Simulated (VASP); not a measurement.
VASP runs on HgSe (space group F-43m) share one base input (PBE GGA, plane waves, VASP's PBE PAW potentials (set 64)) and change the settings named in each case.

### KPOINTS
```
Automatic mesh
0
Gamma
6 6 6
0 0 0
```

**INCAR**
```
SYSTEM  =  HgSe
PREC  =  Accurate; ENCUT  =  300; LREAL  =  F
LASPH  =  T
EDIFF  =  1E-6; NELM  =  100; ALGO  =  Normal
LMAXMIX  =  6
ISMEAR  =  -1; SIGMA  =  0.02
GGA  =  PE
ISIF  =  2
LWAVE  =  F; LCHARG  =  F
```

POSCAR:
```
HgSe
4.2833020
  0.0000000000   0.7071068069   0.7071068069
  0.7071068069   0.0000000000   0.7071068069
  0.7071068069   0.7071068069   0.0000000000
Hg Se
1 1
Cartesian
  0.0000000000   0.0000000000   0.0000000000
  0.3535534034   0.3535534034   0.3535534034
```

POTCAR, in this order: Hg Se (PBE.64 set). Program: vasp_std.

```tsv
change	E(σ→0) (eV/atom)	pressure (GPa)	−TS (eV)
base run	-1.9897	5.44	-0.0004
GGA removed, POTCAR Hg Se (LDA.64 set)	-2.7408	0.41	-0.0004
GGA_COMPAT = .FALSE., LNONCOLLINEAR = .TRUE., LSORBIT = .TRUE., MAGMOM = 0.0 0.0 0.0 0.0 0.0 0.0, program vasp_ncl	-2.1441	5.00	-0.0003
KPOINTS 5×5×5 Γ-centred mesh	-1.9826	5.52	-0.0006
```
 Energies of different potentials or functionals have different zeros. Unless said otherwise, spin-orbit coupling is left out, though it shifts the bands of the heavy elements here.

Left out are runs that ran out of time, are held back, or changed the cell or the kind of run, fixed moments of cells without a moment, rows past the twelfth, gaps on odd meshes, pressures of charged cells and columns that move by less than the noise.

The structure is a typed HgSe crystal (F-43m). The cell was not relaxed at this level, its lattice was scaled by up to 2.5 %.
